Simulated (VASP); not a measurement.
# Mg3Ir: vacancies and antisites compared, part 4 of 7

Wanted: a map of the native defects of Mg3Ir, all in one supercell and at one level. The start is a cell from a database of measured crystal structures.

VASP 6.6.1, plane waves and PAW; the level of theory is named at each step.

So far. Step 5 (Reference Mg): The run ended after 6 ionic steps, 0.012 eV below its first step, once forces and stress met EDIFFG = -0.02. Step 5 (Reference Mg): Energy at zero smearing: -3.44165 eV.

## Step 6: Relaxing the defect, 31 atoms, defect Mg vacancy

This step: PBEsol; plane waves and PAW (Ir, Mg) (VASP 6.6.1).

System of this step: Mg23Ir8. The cell holds 31 atoms: 8 Ir and 23 Mg. Cell: a = 11.355 Å, b = 11.355 Å, c = 9.358 Å, α = 129.0°, β = 129.0°, γ = 87.8°. It derives from Mg3Ir. Nearest the centre at fractional (0.375, 0.375, 0.000): Ir1 at 2.63 Å, Ir2 at 2.63 Å, Ir4 at 2.63 Å, Mg21 at 2.98 Å, Mg29 at 2.98 Å, Mg28 at 2.98 Å, Mg20 at 2.98 Å, Mg22 at 2.98 Å.

The host is treated as a metal, since its gap is under 0.3 eV or closed. The run keeps 4 symmetry operations, which cuts the number of k-points but bars distortions that break them. The atoms relax at the host's fixed cell.

The input, INCAR:

```
SYSTEM = Mg23Ir8
PREC = Normal
ENCUT = 300
EDIFF = 1E-05
NELM = 120
ISMEAR = 1
SIGMA = 0.2
LREAL = Auto
ALGO = Fast
GGA = PS
LORBIT = 11
LWAVE = .FALSE.
LCHARG = .TRUE.
KPAR = 4
NCORE = 2
IBRION = 2
NSW = 50
ISIF = 2
EDIFFG = -0.03
POTIM = 0.4
MAXMIX = 40
ISYM = 2
```

The input, POSCAR:

```
Mg23Ir8
1.0
   -6.8211505575      3.9381931106      8.1787353532
    6.8211505575     -3.9381931106      8.1787353532
    2.2737168525      3.9381931106     -8.1787353532
Ir Mg
8 23
Direct
    0.5416666700      0.7083333300      0.5000000000
    0.0416666700      0.2083333300      0.5000000000
    0.0416666700      0.7083333300      0.0000000000
    0.5416666700      0.2083333300      0.0000000000
    0.4583333300      0.2916666700      0.5000000000
    0.9583333300      0.7916666700      0.5000000000
    0.9583333300      0.2916666700      0.0000000000
    0.4583333300      0.7916666700      0.0000000000
    0.8750000000      0.8750000000      0.0000000000
    0.8750000000      0.3750000000      0.5000000000
    0.3750000000      0.8750000000      0.5000000000
    0.1250000000      0.1250000000      0.0000000000
    0.6250000000      0.6250000000      0.0000000000
    0.6250000000      0.1250000000      0.5000000000
    0.1250000000      0.6250000000      0.5000000000
    0.3775177000      0.5441843600      0.5000000000
    0.8775177000      0.0441843600      0.5000000000
    0.8775177000      0.5441843600      0.0000000000
    0.3775177000      0.0441843600      0.0000000000
    0.7941843600      0.6275177000      0.5000000000
    0.2941843600      0.1275177000      0.5000000000
    0.2941843600      0.6275177000      0.0000000000
    0.7941843600      0.1275177000      0.0000000000
    0.2058156400      0.3724823000      0.5000000000
    0.7058156400      0.8724823000      0.5000000000
    0.7058156400      0.3724823000      0.0000000000
    0.2058156400      0.8724823000      0.0000000000
    0.6224823000      0.4558156400      0.5000000000
    0.1224823000      0.9558156400      0.5000000000
    0.1224823000      0.4558156400      0.0000000000
    0.6224823000      0.9558156400      0.0000000000
```

The input, KPOINTS:

```
Automatic mesh
0
Gamma
5 5 5
0 0 0
```

The projector-augmented-wave data sets are Ir and Mg (PBE family, release 64).

Started as:

```console
> mpirun -np 8 vasp_std
```

Log:

```text
[banner, memory and clock lines left out]
running    8 mpi-ranks, on    1 nodes
 distrk:  each k-point on    2 cores,    4 groups
 distr:  one band on    2 cores,    1 groups

 POSCAR found type information on POSCAR IrMg
 POSCAR found :  2 types and      31 ions
 [... a notice as in an earlier step ...]

 LDA part: xc-table for (Slater+PW92), standard interpolation
 POSCAR, INCAR and KPOINTS ok, starting setup
 FFT: planning ... GRIDC
 FFT: planning ... GRID_SOFT
 FFT: planning ... GRID
 WAVECAR not read
 entering main loop
       N       E                     dE             d eps       ncg     rms          rms(c)
DAV:   1     0.380271023764E+03    0.38027E+03   -0.31403E+04  4050   0.838E+02
DAV:   2    -0.780887731487E+02   -0.45836E+03   -0.41226E+03  4761   0.251E+02
DAV:   3    -0.126055278310E+03   -0.47967E+02   -0.44584E+02  5132   0.643E+01
DAV:   4    -0.127968621451E+03   -0.19133E+01   -0.19033E+01  4964   0.146E+01
DAV:   5    -0.128023842637E+03   -0.55221E-01   -0.55174E-01  4993   0.220E+00    0.137E+01
RMM:   6    -0.125876167280E+03    0.21477E+01   -0.15758E+00  4050   0.563E+00    0.635E+00
RMM:   7    -0.125015822811E+03    0.86034E+00   -0.16820E+00  4055   0.384E+00    0.223E+00
RMM:   8    -0.124930184954E+03    0.85638E-01   -0.41193E-01  4072   0.277E+00    0.106E+00
RMM:   9    -0.124909582577E+03    0.20602E-01   -0.14397E-01  4168   0.152E+00    0.677E-01
RMM:  10    -0.124912492608E+03   -0.29100E-02   -0.46739E-02  4685   0.700E-01    0.250E-01
RMM:  11    -0.124912661495E+03   -0.16889E-03   -0.10474E-02  4512   0.278E-01    0.126E-01
RMM:  12    -0.124912609608E+03    0.51886E-04   -0.19029E-03  4409   0.153E-01    0.407E-02
RMM:  13    -0.124912628657E+03   -0.19049E-04   -0.59784E-04  4797   0.701E-02    0.259E-02
RMM:  14    -0.124912631874E+03   -0.32161E-05   -0.95956E-05  3831   0.266E-02
   1 F= -.12491263E+03 E0= -.12491694E+03  d E =-.124913E+03
 curvature:   0.00 expect dE= 0.000E+00 dE for cont linesearch  0.000E+00
 trial: gam= 0.00000 g(F)=  0.470E-01 g(S)=  0.000E+00 ort = 0.000E+00 (trialstep = 0.100E+01)
 search vector abs. value=  0.470E-01
 bond charge predicted
       N       E                     dE             d eps       ncg     rms          rms(c)
DAV:   1    -0.124954778183E+03   -0.42150E-01   -0.10488E-01  4569   0.107E+00    0.745E-02
RMM:   2    -0.124954965250E+03   -0.18707E-03   -0.45767E-03  4051   0.328E-01    0.101E-01
RMM:   3    -0.124955019199E+03   -0.53950E-04   -0.85404E-04  4090   0.116E-01    0.335E-02
RMM:   4    -0.124955027256E+03   -0.80567E-05   -0.26761E-04  4150   0.664E-02    0.297E-02
RMM:   5    -0.124955034249E+03   -0.69926E-05   -0.84028E-05  3882   0.355E-02
   2 F= -.12495503E+03 E0= -.12495920E+03  d E =-.424024E-01
[... from here on, the cycles between the ionic steps are left out ...]
   3 F= -.12502774E+03 E0= -.12503141E+03  d E =-.115111E+00
   4 F= -.12503414E+03 E0= -.12503757E+03  d E =-.121505E+00
   5 F= -.12507971E+03 E0= -.12508323E+03  d E =-.455734E-01
   6 F= -.12514720E+03 E0= -.12515095E+03  d E =-.113062E+00
   7 F= -.12514838E+03 E0= -.12515216E+03  d E =-.114242E+00
   8 F= -.12517953E+03 E0= -.12518336E+03  d E =-.311475E-01
   9 F= -.12518602E+03 E0= -.12518990E+03  d E =-.376449E-01
  10 F= -.12519566E+03 E0= -.12519937E+03  d E =-.963627E-02
  11 F= -.12519825E+03 E0= -.12520185E+03  d E =-.122299E-01
  12 F= -.12520453E+03 E0= -.12520813E+03  d E =-.627352E-02
  13 F= -.12520879E+03 E0= -.12521239E+03  d E =-.105340E-01
  14 F= -.12521433E+03 E0= -.12521792E+03  d E =-.554464E-02
  15 F= -.12522218E+03 E0= -.12522571E+03  d E =-.133949E-01
  16 F= -.12522640E+03 E0= -.12522990E+03  d E =-.421464E-02
  17 F= -.12522873E+03 E0= -.12523221E+03  d E =-.654395E-02
  18 F= -.12522887E+03 E0= -.12523235E+03  d E =-.668891E-02
 curvature: -12.01 expect dE=-0.763E-02 dE for cont linesearch -0.582E-06
 trial: gam= 0.29636 g(F)=  0.636E-03 g(S)=  0.000E+00 ort =-0.244E-04 (trialstep = 0.263E+01)
 search vector abs. value=  0.170E-02
 bond charge predicted
       N       E                     dE             d eps       ncg     rms          rms(c)
DAV:   1    -0.125229816422E+03   -0.94597E-03   -0.13802E-01  4086   0.107E+00    0.419E-02
RMM:   2    -0.125229922656E+03   -0.10623E-03   -0.20521E-03  4050   0.170E-01    0.429E-02
RMM:   3    -0.125229949640E+03   -0.26984E-04   -0.38869E-04  4726   0.776E-02    0.219E-02
RMM:   4    -0.125229943046E+03    0.65937E-05   -0.72732E-05  3797   0.322E-02
  19 F= -.12522994E+03 E0= -.12523338E+03  d E =-.107193E-02
 trial-energy change:   -0.001072  1 .order   -0.001043   -0.001651   -0.000435
 step:   3.5687(harm=  3.5687)  dis= 0.01188  next Energy=  -125.229992 (dE=-0.112E-02)
 reached required accuracy - stopping structural energy minimisation
```

It took 16 min on 8 MPI ranks of AMD EPYC 7R43, shared host; peak memory 2.5 GiB.

OUTCAR, selected parts (step 6):

```text
   k-points           NKPTS =     27   k-points in BZ     NKDIM =     27   number of bands    NBANDS=     75

   NELECT =     118.0000    total number of electrons

 E-fermi :   3.6872

 k-point     1 :       0.0000    0.0000    0.0000
  band No.  band energies     occupation
    ...
     53       2.2143      2.00000
     54       2.4405      2.00000
     55       2.4572      2.00000
     56       2.8686      2.00000
     57       3.5041      2.02807
     58       3.8589     -0.00705
     59       3.9519     -0.06830
     60       3.9755     -0.06032
     61       3.9893     -0.05439
     62       4.2113     -0.00133
    ...

  Total       -7.4576697     -7.4380596     -1.8796962      0.0169828      0.0000000      0.0000000
  in kB      -20.3940835    -20.3404568     -5.1403028      0.0464421      0.0000000      0.0000000
  external PRESSURE =     -15.2916144 kB  Pullay stress =       0.0000000 kB

 POSITION                                       TOTAL-FORCE (eV/Angst)
 -----------------------------------------------------------------------------------
      2.26691      1.31267      6.13405         0.004486      0.006473     -0.000000
      2.27037      1.31866     -2.04468        -0.003363     -0.007122      0.000000
      4.55043     -2.62719      6.13405         0.005640     -0.003256     -0.000000
     -2.28514      1.31932      6.13405        -0.002535      0.001463     -0.000000
      0.01063      2.61933      2.04468         0.003122     -0.001802     -0.000000
      0.01063      2.61933     10.22342         0.003122     -0.001802     -0.000000
     -4.55115      2.62761     10.20588        -0.001985      0.001146     -0.003860
      2.27000     -1.31058     10.24095        -0.001985      0.001146      0.003860
     -0.02141      0.01236     14.31279        -0.000576      0.000333     -0.000000
     -2.24786      3.96446      6.13405         0.003172      0.000025      0.000000
      4.53761     -0.03552      6.13405         0.001564     -0.002759     -0.000000
     -0.00119      0.00069      2.30638        -0.000795      0.000459     -0.007465
     -0.00119      0.00069      9.96172        -0.000795      0.000459      0.007465
     -2.26802      3.93491      2.04468        -0.004932      0.002848     -0.000000
      4.55313     -0.00329      2.04468        -0.004932      0.002848     -0.000000
      2.36531      1.45455      3.43544        -0.003535      0.000686     -0.000849
     -4.62445      5.10070      3.43544        -0.002361      0.002718     -0.000849
     -2.19618      1.26796     11.69257         0.016634     -0.009604      0.003992
     -2.36800      1.36717      3.41371         0.002216     -0.001279     -0.003065
     -0.01473      2.38052      7.51947        -0.012892      0.011115      0.001203
      0.20476      2.76069     -0.65927        -0.016072      0.005608      0.001203
      2.06426     -1.19180      7.54280         0.011424     -0.006596      0.001142
     -4.52527      2.61267      7.48292         0.004983     -0.002877     -0.012386
      2.19670      1.16250      0.65393        -0.002361      0.002718      0.000849
[...]
-----------------------------------------------------------------------------------
    total drift:                               -0.010012      0.005781     -0.000000

  FREE ENERGIE OF THE ION-ELECTRON SYSTEM (eV)
  ---------------------------------------------------
  free  energy   TOTEN  =      -125.2299430459 eV

  energy  without entropy=     -125.2402501256  energy(sigma->0) =     -125.23337874

[... 6 parts as in an earlier step ...]

[... 11 further parts left out ...]
```

The run keeps the 4 symmetry operations of its start, so it cannot find a distortion of lower symmetry.

Relaxation path:

| step | energy less that of the first step (eV) | largest force (eV/Å) |
| --- | --- | --- |
| 1 | 0.0000 | 0.4017 |
| 2 | -0.0424 | 0.3482 |
| 3 | -0.1151 | 0.2027 |
| 4 | -0.1215 | 0.3261 |
| 5 | -0.1671 | 0.2354 |
| 6 | -0.2346 | 0.1842 |
| 7 | -0.2357 | 0.2407 |
| 8 | -0.2669 | 0.1069 |
| 9 | -0.2734 | 0.0927 |
| 10 | -0.2830 | 0.0903 |
| 11 | -0.2856 | 0.0958 |
| 12 | -0.2919 | 0.0908 |
| 13 | -0.2962 | 0.0820 |
| 14 | -0.3017 | 0.0699 |
| 15 | -0.3096 | 0.1145 |
| 16 | -0.3138 | 0.0575 |
| 17 | -0.3161 | 0.0440 |
| 18 | -0.3162 | 0.0427 |
| 19 | -0.3173 | 0.0196 |

The atoms that moved most (Å):

| atom | dx | dy | dz | length |
| --- | --- | --- | --- | --- |
| Mg12 | -0.001 | 0.001 | 0.262 | 0.262 |
| Mg13 | -0.001 | 0.001 | -0.262 | 0.262 |
| Mg20 | -0.015 | -0.245 | -0.019 | 0.246 |
| Mg29 | 0.205 | 0.135 | 0.019 | 0.246 |
| Mg28 | -0.015 | -0.245 | 0.019 | 0.246 |
| Mg21 | 0.205 | 0.135 | -0.019 | 0.246 |
| Mg30 | -0.209 | 0.121 | -0.004 | 0.242 |
| Mg22 | -0.209 | 0.121 | 0.004 | 0.242 |

Final coordinates:

```cif
data_structure
_symmetry_space_group_name_H-M 'P 1'
_symmetry_Int_Tables_number 1
_cell_length_a 11.3547
_cell_length_b 11.3547
_cell_length_c 9.3579
_cell_angle_alpha 129.016
_cell_angle_beta 129.016
_cell_angle_gamma 87.842
_cell_volume 585.88
loop_
_atom_site_label
_atom_site_type_symbol
_atom_site_fract_x
_atom_site_fract_y
_atom_site_fract_z
_atom_site_occupancy
Ir1 Ir 0.54166 0.70758 0.49924 1
Ir2 Ir 0.04242 0.20834 0.50076 1
Ir3 Ir 0.04145 0.70855 0.00000 1
Ir4 Ir 0.54250 0.20750 0.00000 1
Ir5 Ir 0.45755 0.29245 0.50000 1
Ir6 Ir 0.95755 0.79245 0.50000 1
Ir7 Ir 0.95753 0.29032 0.00000 1
Ir8 Ir 0.45968 0.79247 0.00000 1
Mg9 Mg 0.87657 0.87343 0.00000 1
Mg10 Mg 0.87833 0.37951 0.50784 1
Mg11 Mg 0.37049 0.87167 0.49216 1
Mg12 Mg 0.14109 0.14091 0.00000 1
Mg13 Mg 0.60909 0.60891 0.00000 1
Mg14 Mg 0.62458 0.12542 0.50000 1
Mg15 Mg 0.12458 0.62542 0.50000 1
Mg16 Mg 0.39469 0.56243 0.53708 1
Mg17 Mg 0.85762 0.02535 0.46292 1
Mg18 Mg 0.87580 0.55383 0.00000 1
Mg19 Mg 0.38227 0.03512 0.00000 1
Mg20 Mg 0.76193 0.60919 0.45173 1
Mg21 Mg 0.31020 0.15746 0.54827 1
Mg22 Mg 0.30981 0.61244 0.00000 1
Mg23 Mg 0.78917 0.12575 0.00000 1
Mg24 Mg 0.18757 0.35531 0.46292 1
Mg25 Mg 0.72465 0.89238 0.53708 1
Mg26 Mg 0.71488 0.36773 0.00000 1
Mg27 Mg 0.19617 0.87420 0.00000 1
Mg28 Mg 0.59254 0.43980 0.45173 1
Mg29 Mg 0.14081 0.98807 0.54827 1
Mg30 Mg 0.13756 0.44019 0.00000 1
Mg31 Mg 0.62425 0.96083 0.00000 1
```

Numbers from this step:

- electronic cycles: 133
- electrons: 118
- free energy (TOTEN): -125.2299 eV
- energy at zero smearing: -125.2334 eV
- Fermi energy: 3.687 eV

Valence density in the ab plane at fractional z = 1.000, through the centre, with atoms of Ir and Mg within 0.45 Å of it. It is the smooth field of the valence electrons, not physical close to the nuclei.

Values in e/Å³, 13 rows by 16 columns, each cell a mean:
```
0.0 0.1 0.1 0.1 0.1 0.1 0.1 0.2 0.1 0.1 0.0 0.1 0.1 0.1 0.1 0.1
0.1 0.1 0.1 0.0 0.1 0.2 0.5 0.8 0.5 0.2 0.1 0.1 0.1 0.0 0.0 0.1
0.7 0.5 0.2 0.1 0.1 0.3 1.2 2.2 1.2 0.3 0.1 0.0 0.0 0.1 0.1 0.3
2.1 1.6 0.4 0.1 0.1 0.2 0.6 1.1 0.7 0.2 0.1 0.0 0.0 0.1 0.2 0.8
1.2 1.0 0.3 0.1 0.0 0.1 0.1 0.2 0.2 0.1 0.1 0.1 0.1 0.1 0.1 0.5
0.2 0.2 0.1 0.1 0.1 0.0 0.1 0.1 0.1 0.0 0.1 0.1 0.1 0.0 0.0 0.1
0.1 0.1 0.1 0.1 0.1 0.1 0.0 0.0 0.0 0.1 0.1 0.1 0.1 0.1 0.1 0.1
0.2 0.1 0.0 0.1 0.1 0.0 0.0 0.0 0.1 0.1 0.1 0.1 0.1 0.1 0.2 0.3
0.8 0.2 0.1 0.1 0.0 0.0 0.0 0.1 0.2 0.2 0.1 0.0 0.1 0.3 1.0 1.6
1.0 0.3 0.1 0.0 0.0 0.0 0.1 0.5 1.4 1.1 0.3 0.1 0.1 0.3 1.1 2.0
0.3 0.1 0.0 0.1 0.1 0.1 0.2 0.7 1.9 1.6 0.4 0.1 0.1 0.1 0.3 0.5
0.1 0.1 0.0 0.1 0.1 0.1 0.1 0.3 0.5 0.5 0.2 0.1 0.0 0.1 0.1 0.1
0.0 0.1 0.1 0.1 0.1 0.1 0.0 0.1 0.1 0.1 0.1 0.1 0.1 0.1 0.1 0.0
```
Columns run along a (11.4 Å), rows up along b (11.4 Å). Atoms in or near the plane, at fractional coordinates: Ir at (0.04, 0.71), Ir at (0.54, 0.21), Ir at (0.96, 0.29), Ir at (0.46, 0.79), Mg at (0.88, 0.87), Mg at (0.14, 0.14), Mg at (0.61, 0.61), Mg at (0.88, 0.55), Mg at (0.38, 0.04), Mg at (0.31, 0.61), Mg at (0.79, 0.13), Mg at (0.71, 0.37), Mg at (0.20, 0.87), Mg at (0.14, 0.44) and more.

The run ended after 19 ionic steps, 0.317 eV below its first step, once the forces on the free atoms met EDIFFG = -0.03.

The 3 first neighbours (Ir) lie 2.63 Å from the site in the perfect crystal and 2.63 Å on average after the relaxation (+0.0 %).

## Step 7: Energies of this defect, 31 atoms, defect vacancy, element Mg

This step: point defect, PBEsol; plane waves and PAW (VASP 6.6.1).

No new run; the numbers come from the runs before.

Numbers from this step:

```
formation energy of the neutral defect : 1.868 eV
host formation enthalpy                : -0.2747 eV/atom
```

Formation energy:

| formation energy (eV) | largest move (Å) |
| --- | --- |
| 1.868 | 0.2617 |

E_f is E(defect cell) less E(perfect cell), corrected for the atoms exchanged with their references.

References, in eV an atom: Ir -9.842 (crystal Fm-3m) and Mg -1.721 (crystal P6_3/mmc). They were run at the supercell's cutoff and functional, without U, and count both elements from their own phases.

The formation energy is 1.868 eV, and the largest move of an atom 0.26 Å.

[end of part 4 of 7]

[Lines on the potential files, build, host, timing and source positions are cut from VASP's logs without a mark.]

[Logs are printed without paths, hosts, clocks, repeated set-up lines and the standing remarks that a program may print on its own settings, such as how far it seeks lower states.]

[Hosts, paths, dates, database ids (printed as entryN), source tags and the programs' standing remarks are cut or masked in the printed files.]

[In band tables of VASP the shares of atoms and orbitals are scaled to a sum of 1 inside the atoms' spheres.]

[Runs that stopped without an error message from VASP are left out.]
